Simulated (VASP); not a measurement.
Crystal: Bi2S2O.

```xyz
10
Lattice="3.9541 0.0000 0.0000 0.0000 3.9541 0.0000 0.0000 0.0000 14.0506" Properties=species:S:1:pos:R:3 pbc="T T T"
Bi    0.0000    1.9771   12.1748
Bi    1.9771    0.0000    1.8758
Bi    1.9771    0.0000    8.2771
Bi    0.0000    1.9771    5.7735
S     1.9771    0.0000   12.5656
S     0.0000    1.9771    1.4850
S     0.0000    1.9771    9.6596
S     1.9771    0.0000    4.3910
O     0.0000    0.0000    7.0253
O     1.9771    1.9771    7.0253
```

The cell comes from a database or a generator and needn't be the stable form of this composition.

| Property | Result |
| --- | --- |
| Program | VASP 6.6.1 |
| Task | relaxation of cell and atoms |
| Functional | PBEsol |
| Potentials or basis | VASP PAW PBE potentials, release 64 (Bi_d, S, O) |
| Cutoff | 600 eV |
| k mesh | 8 × 8 × 2 |
| Occupations | gaussian, width 0.03 eV |
| Spin | no spin polarisation |

At the start: pressure -1.3 GPa; volume 21.97 Å³/atom.

Task: Where does the relaxation end?

Result: Over 19 steps the energy falls by 2.9 meV/atom and the volume is 21.44 Å³/atom (-2.4 %); space group P4/nmm (No. 129, to 0.05 Å).

Step by step:
```csv
step,energy change (eV),largest force (eV/Å),pressure (GPa),volume (Å³)
1,0.0000,0.1731,-1.34,219.68
2,-0.0148,0.3260,0.87,213.90
3,-0.0186,0.2784,0.17,215.67
4,-0.0250,0.0519,0.01,215.22
5,-0.0255,0.0359,-0.06,215.07
6,-0.0274,0.0742,0.01,214.69
7,-0.0274,0.0867,0.02,214.63
8,-0.0281,0.0404,-0.02,214.57
9,-0.0282,0.0271,-0.03,214.53
10,-0.0282,0.0238,-0.03,214.54
11,-0.0282,0.0238,-0.03,214.55
12,-0.0282,0.0220,-0.03,214.54
13,-0.0283,0.0179,0.03,214.38
14,-0.0283,0.0184,0.06,214.30
15,-0.0284,0.0164,0.08,214.31
16,-0.0285,0.0136,0.04,214.35
17,-0.0285,0.0198,-0.01,214.44
18,-0.0286,0.0109,0.00,214.40
19,-0.0286,0.0059,0.00,214.43
```

Final structure:
```
Bi S O
1.0
     3.93405    0.00000    0.00000
     0.00000    3.93405    0.00000
     0.00000    0.00000   13.85473
Bi S O
4 4 2
Direct
  0.00000 0.50000 0.86810
  0.50000 0.00000 0.13190
  0.50000 0.00000 0.59111
  0.00000 0.50000 0.40889
  0.50000 0.00000 0.89513
  0.00000 0.50000 0.10487
  0.00000 0.50000 0.68680
  0.50000 0.00000 0.31320
  0.00000 0.00000 0.50000
  0.50000 0.50000 0.50000
```

Caveat: the PAW data sets were made with another functional, which shifts forces and pressure a little; this functional lacks dispersion, which binds the layers, so the pressure and a relaxed spacing across them are unreliable.
